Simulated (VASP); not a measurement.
# Lanthanum: convergence with the SCF solver and PAW data sets

A convergence test on Lanthanum: the SCF solver and PAW data sets. The series runs use PBE. The SCF solver tried: ALGO = Normal; ALGO = Fast; ALGO = VeryFast; ALGO = All; ALGO = Damped; AMIX = 0.1, BMIX = 0.01; AMIX = 0.8; IMIX = 1, AMIX = 0.2. The PAW data sets tried: minimal 64: La; recommended 54: La; gw 64: La_GW; soft 64: La_s. The start is a cell from a database of measured crystal structures.

Method: PBE; plane waves and PAW (La), in the first sound run; inputs show where later runs differ, in VASP 6.6.1.

This is a report of a sequence of runs, with most program output left out.

### Step 1. The structure

It takes space group P6_3/mmc (No. 194, hexagonal). Conventional cell: a = 3.770 Å, b = 3.770 Å, c = 12.159 Å, α = 90.00°, β = 90.00°, γ = 120.00°. Nearest to La lie 12 La at 3.74 to 3.77 Å. La has 12 La at 3.74 to 3.77 Å nearest.

As a file:

```
La
1.0
     3.77000    0.00000    0.00000
    -1.88500    3.26492    0.00000
     0.00000    0.00000   12.15900
La
4
Cartesian
  0.0000 0.0000 0.0000
  0.0000 0.0000 6.0795
  0.0000 2.1766 9.1193
  1.8850 1.0883 3.0398
```

### Step 2. SCF solver: ALGO = Normal

All solvers should reach one answer; they differ in cycles and robustness. PBE, the usual starting point, adds the gradient of the density.

The input, INCAR:

```
SYSTEM = La
PREC = Accurate
ENCUT = 400
EDIFF = 1E-06
NELM = 100
ISMEAR = -1
SIGMA = 0.05
LREAL = .FALSE.
ALGO = Normal
GGA = PE
NBANDS = 28
LASPH = .TRUE.
LORBIT = 11
LWAVE = .FALSE.
LCHARG = .FALSE.
KPAR = 4
ISIF = 2
```

The input, POSCAR:

```
La
1.0
    3.7700000000      0.0000000000      0.0000000000
   -1.8850000000      3.2649157723      0.0000000000
    0.0000000000      0.0000000000     12.1590000000
La
4
Direct
    0.0000000000      0.0000000000      0.0000000000
    0.0000000000      0.0000000000      0.5000000000
    0.3333333333      0.6666666667      0.7500000000
    0.6666666667      0.3333333333      0.2500000000
```

The input, KPOINTS:

```
Automatic mesh
0
Gamma
8 8 3
0 0 0
```

The projector-augmented-wave data sets are La (PBE family, release 64).

Started as:

```bash
$ mpirun -np 4 vasp_std
```

The job ended after 21 s (4 MPI ranks of Intel Xeon 6975P-C (Granite Rapids), shared host; peak memory 1 GiB; 72 s of CPU time).

The k-mesh is coarse for a metal.

This step gave:

- electronic steps: 15
- electrons: 44
- bands: 28
- irreducible k points: 20
- symmetry operations: 24
- free energy (TOTEN): -19.57 eV
- energy at zero smearing: -19.54 eV
- Fermi energy: 7.809 eV
- pressure: -0.1678 GPa
- metallic: yes

The series starts at -4.8859 eV an atom and -0.17 GPa, after 15 cycles in 21 s.

### Step 3. SCF solver: ALGO = Fast

Changes to INCAR since step 2:

```diff
@@ -8,3 +8,3 @@
 LREAL = .FALSE.
-ALGO = Normal
+ALGO = Fast
 GGA = PE
```

POSCAR is that of step 2.

KPOINTS is that of step 2.

Started as:

```bash
$ mpirun -np 4 vasp_std
```

Wall time 72 s (4 MPI ranks); peak memory 1 GiB; 4.3 min of CPU time.

Against the first of the series the energy stays within 0.01 meV an atom and the pressure within 0.01 GPa, after 55 cycles in 72 s.

### Step 4. SCF solver: ALGO = VeryFast

Changes to INCAR since step 3:

```diff
@@ -8,3 +8,3 @@
 LREAL = .FALSE.
-ALGO = Fast
+ALGO = VeryFast
 GGA = PE
```

POSCAR is that of step 3.

KPOINTS is that of step 3.

Started as:

```bash
$ mpirun -np 4 vasp_std
```

The job ended after 2 min (4 MPI ranks; peak memory 1.1 GiB).

EDIFF was not reached within NELM cycles, so the run counts as unconverged.

At the end rms(c) stands at 3e-01, with no steady fall over the second half of the cycles shown.

### Step 5. SCF solver: ALGO = All

Changes to INCAR since step 4:

```diff
@@ -8,3 +8,3 @@
 LREAL = .FALSE.
-ALGO = VeryFast
+ALGO = All
 GGA = PE
```

POSCAR is that of step 4.

KPOINTS is that of step 4.

Started as:

```bash
$ mpirun -np 4 vasp_std
```

Wall time 46 s (4 MPI ranks); peak memory 1.2 GiB.

Against the first of the series the energy stays within 0.01 meV an atom and the pressure within 0.01 GPa, after 39 cycles in 46 s.

### Step 6. SCF solver: ALGO = Damped

Changes to INCAR since step 5:

```diff
@@ -8,3 +8,3 @@
 LREAL = .FALSE.
-ALGO = All
+ALGO = Damped
 GGA = PE
```

POSCAR is that of step 5.

KPOINTS is that of step 5.

Started as:

```bash
$ mpirun -np 4 vasp_std
```

It took 61 s on 4 MPI ranks; peak memory 1.2 GiB.

The electronic loop ended without reaching EDIFF, so its numbers are not used.

### Step 7. SCF solver: AMIX = 0.1, BMIX = 0.01

Changes to INCAR since step 6:

```diff
@@ -8,3 +8,3 @@
 LREAL = .FALSE.
-ALGO = Damped
+ALGO = Normal
 GGA = PE
@@ -17 +17,3 @@
 ISIF = 2
+AMIX = 0.1
+BMIX = 0.01
```

POSCAR is that of step 6.

KPOINTS is that of step 6.

Started as:

```bash
$ mpirun -np 4 vasp_std
```

Elapsed: 19 s, on 4 MPI ranks; peak memory 1 GiB.

Against the first of the series the energy stays within 0.01 meV an atom and the pressure within 0.01 GPa, after 19 cycles in 19 s.

### Step 8. SCF solver: AMIX = 0.8

Changes to INCAR since step 7:

```diff
@@ -17,3 +17,2 @@
 ISIF = 2
-AMIX = 0.1
-BMIX = 0.01
+AMIX = 0.8
```

POSCAR is that of step 7.

KPOINTS is that of step 7.

Started as:

```bash
$ mpirun -np 4 vasp_std
```

The job ended after 17 s (4 MPI ranks; peak memory 1 GiB).

Against the first of the series the energy stays within 0.01 meV an atom and the pressure within 0.01 GPa, after 14 cycles in 17 s.

### Step 9. SCF solver: IMIX = 1, AMIX = 0.2

Changes to INCAR since step 8:

```diff
@@ -17,2 +17,3 @@
 ISIF = 2
-AMIX = 0.8
+IMIX = 1
+AMIX = 0.2
```

POSCAR is that of step 8.

KPOINTS is that of step 8.

Started as:

```bash
$ mpirun -np 4 vasp_std
```

The job ended after 38 s (4 MPI ranks; peak memory 0.94 GiB; 2.5 min of CPU time).

Against the first of the series the energy stays within 0.01 meV an atom; the pressure moves by -0.01 GPa, after 40 cycles in 38 s.

### Step 10. The SCF solver series as a table

This step: convergence of PBE results with the solver; plane waves and PAW (VASP 6.6.1).

This step runs nothing: it gathers the runs above.

Differences are taken from the run with ALGO = Normal. Results of the series, by row:

```tsv
setting	status	energy less the reference (meV/atom)	pressure (GPa)	SCF cycles	wall time (s)
ALGO = Normal	converged	0	-0.1678	15	21
ALGO = Fast	converged	0.003757	-0.1707	55	72
ALGO = VeryFast	not_converged	-	-	-	118
ALGO = All	converged	4.78e-4	-0.1656	39	46
ALGO = Damped	not_converged	-	-	-	61
AMIX = 0.1, BMIX = 0.01	converged	-5.72e-4	-0.1707	19	19.4
AMIX = 0.8	converged	3.75e-5	-0.1698	14	16.6
IMIX = 1, AMIX = 0.2	converged	5.48e-4	-0.1784	40	38
```

### Step 11. PAW data sets: minimal 64: La

This step: PBE; plane waves and PAW (La) (VASP 6.6.1).

Data sets differ in which electrons are valence and how hard the partial waves are.

Changes to INCAR since step 9:

```diff
@@ -17,3 +17 @@
 ISIF = 2
-IMIX = 1
-AMIX = 0.2
```

POSCAR is that of step 9.

KPOINTS is that of step 9.

Started as:

```bash
$ mpirun -np 4 vasp_std
```

Wall time 16 s (4 MPI ranks); peak memory 1 GiB.

This step gave:

```yaml
electronic_steps: 15
pressure: -0.1678 GPa
```

The series starts at -4.8859 eV an atom and -0.17 GPa, after 15 cycles in 16 s.

### Step 12. PAW data sets: recommended 54: La

INCAR is that of step 11.

POSCAR is that of step 11.

KPOINTS is that of step 11.

Potentials, in the order of the species: La (PBE family, release 54).

Started as:

```bash
$ mpirun -np 4 vasp_std
```

It took 16 s on 4 MPI ranks; peak memory 0.99 GiB; 62 s of CPU time.

With 44 valence electrons the pressure is -0.17 GPa, +0.00 GPa from the first of the series, after 15 cycles in 16 s.

### Step 13. PAW data sets: GW 64: La GW

This step: PBE; plane waves and PAW (La_GW) (VASP 6.6.1).

Changes to INCAR since step 12:

```diff
@@ -2,3 +2,3 @@
 PREC = Accurate
-ENCUT = 400
+ENCUT = 410
 EDIFF = 1E-06
```

POSCAR is that of step 12.

KPOINTS is that of step 12.

The projector-augmented-wave data sets are La_GW (PBE family, release 64).

Started as:

```bash
$ mpirun -np 4 vasp_std
```

It took 17 s on 4 MPI ranks; peak memory 1 GiB.

With 44 valence electrons the pressure is -0.52 GPa, -0.36 GPa from the first of the series, after 18 cycles in 17 s.

### Step 14. PAW data sets: soft 64: La s

This step: PBE; plane waves and PAW (La_s) (VASP 6.6.1).

Changes to INCAR since step 13:

```diff
@@ -2,3 +2,3 @@
 PREC = Accurate
-ENCUT = 410
+ENCUT = 400
 EDIFF = 1E-06
@@ -10,3 +10,3 @@
 GGA = PE
-NBANDS = 28
+NBANDS = 24
 LASPH = .TRUE.
```

POSCAR is that of step 13.

KPOINTS is that of step 13.

The projector-augmented-wave data sets are La_s (PBE family, release 64).

Started as:

```bash
$ mpirun -np 4 vasp_std
```

It took 13 s on 4 MPI ranks; peak memory 1 GiB; 46 s of CPU time.

With 36 valence electrons the pressure is 0.09 GPa, +0.25 GPa from the first of the series, after 12 cycles in 13 s.

### Step 15. The PAW data sets series as a table

This step: convergence of PBE results with the datasets; plane waves and PAW (VASP 6.6.1).

No new run; the numbers come from the runs before.

Results of the series, by row:

```tsv
setting	status	pressure (GPa)	SCF cycles	wall time (s)
minimal 64: La, 400 eV	converged	-0.1678	15	15.8
recommended 54: La, 400 eV	converged	-0.1678	15	16.2
gw 64: La_GW, 410 eV	converged	-0.5248	18	17.2
soft 64: La_s, 400 eV	converged	0.08673	12	13.4
```

### Step 16. Outcome

```yaml
fewest_scf_cycles: AMIX = 0.8 (14)
most_scf_cycles_among_converged_runs: ALGO = Fast (55)
spread_of_the_pressure_over_the_scf_solver: 0.0128 GPa
spread_of_the_energy_over_the_scf_solver: 0.00433 meV/atom
spread_of_the_pressure_over_the_paw_data_sets: 0.612 GPa
```

In words: All SCF solvers that converged agree within 0.05 meV an atom. The fastest converged run is AMIX = 0.8, at 17 s against 21 s; on a shared host such times are rough. The choice of data set moves the pressure between -0.52 GPa (gw 64: La_GW) and 0.09 GPa (soft 64: La_s); the cutoffs differ too (400 and 410 eV). Data sets differ in their zero of energy, so energies are not compared. ALGO = VeryFast and ALGO = Damped did not converge. Forces vanish by symmetry in this cell, so the series can't test them.

[Lines on the potential files, build, host, timing and source positions are cut from VASP's logs without a mark.]

[Logs are printed without paths, hosts, clocks, repeated set-up lines and the standing remarks that a program may print on its own settings, such as how far it seeks lower states.]

[Hosts, paths, dates, database ids (printed as entryN), source tags and the programs' standing remarks are cut or masked in the printed files.]

[A measured line is paired with the nearest computed mode of its activity, which favours agreement.]
